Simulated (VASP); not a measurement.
Write the native input for VASP 6.6.1 that does the following.

```yaml
Task: electron localisation function
Functional: PBEsol
Potentials_or_basis: VASP PAW PBE potentials, release 64 (Al, Ag)
Cutoff: 500 eV
k_mesh: 10 × 10 × 1
Occupations: gaussian, width 0.1 eV
Spin: no spin polarisation
Hubbard_terms: Ag d U = 6.2 eV
Further_INCAR_settings: ADDGRID = True; ALGO = Fast; EDIFF = 1e-06; NBANDS = 26
```

The structure of Al4Ag3 lies in POSCAR:

```
Al4Ag3
1.0
    2.9263865524      0.0000000000      0.0000000000
   -1.4631932762      2.5343250957      0.0000000000
    0.0000000000      0.0000000000     28.2828132900
Al Ag
4 3
Direct
    0.0000000000      0.0000000000      0.2651787120
    0.0000000000      0.0000000000      0.4217262373
    0.0000000000      0.0000000000      0.5782737627
    0.0000000000      0.0000000000      0.7348212880
    0.6666666700      0.3333333400      0.3434524747
    0.6666666700      0.3333333400      0.5000000000
    0.6666666700      0.3333333400      0.6565475253
```

The input as run:

INCAR

```
SYSTEM = Al4Ag3
PREC     = Accurate       ! precision mode
ENCUT    = 500            ! plane-wave cutoff, eV
EDIFF    = 1E-6           ! SCF threshold, eV
ISMEAR   = 0              ! smearing method
SIGMA    = 0.1            ! smearing width, eV
LREAL    = .False.        ! projectors in reciprocal space
LASPH    = .True.         ! aspherical terms in the spheres
NELM     = 60             ! most SCF steps
ALGO     = Fast           ! electronic algorithm
ISIF     = 2              ! what is computed and relaxed
LWAVE    = .False.        ! write WAVECAR
LCHARG   = .True.         ! write CHGCAR
LMAXMIX  = 4              ! l up to which the mixer works
LDAU     = .True.         ! DFT+U
LDAUTYPE = 2            
LDAUL    = -1 2           ! shell
LDAUU    = 0 6.2          ! U, eV
LDAUJ    = 0 0          
LDAUPRINT= 1            
GGA      = PS             ! functional
LELF     = .True.         ! ELF
ADDGRID  = .True.       
NBANDS   = 26             ! bands
```

KPOINTS

```
Automatic mesh
0
Gamma
  10 10 1
  0 0 0
```

Potentials or basis: VASP PAW PBE potentials, release 64 (Al, Ag).

Launch:

```console
$ cat potpaw_PBE.64/Al/POTCAR potpaw_PBE.64/Ag/POTCAR > POTCAR
$ mpirun -np 1 vasp_std > vasp.out
```

Results of the run:

| Property | Result |
| --- | --- |
| Largest force | 0.256 eV/Å |
| Band gap on the k mesh | none (metal or under the smearing width) |

Caveat: the PAW data sets were made with another functional, which shifts forces and pressure a little; U without spin polarisation on a metal has little footing; the U is typed as a test and isn't derived for this compound.

Run time: 2.8 min on 1 thread of Intel(R) Xeon(R) Platinum 8488C (Sapphire Rapids), on a shared host, peak memory 0.54 GiB.
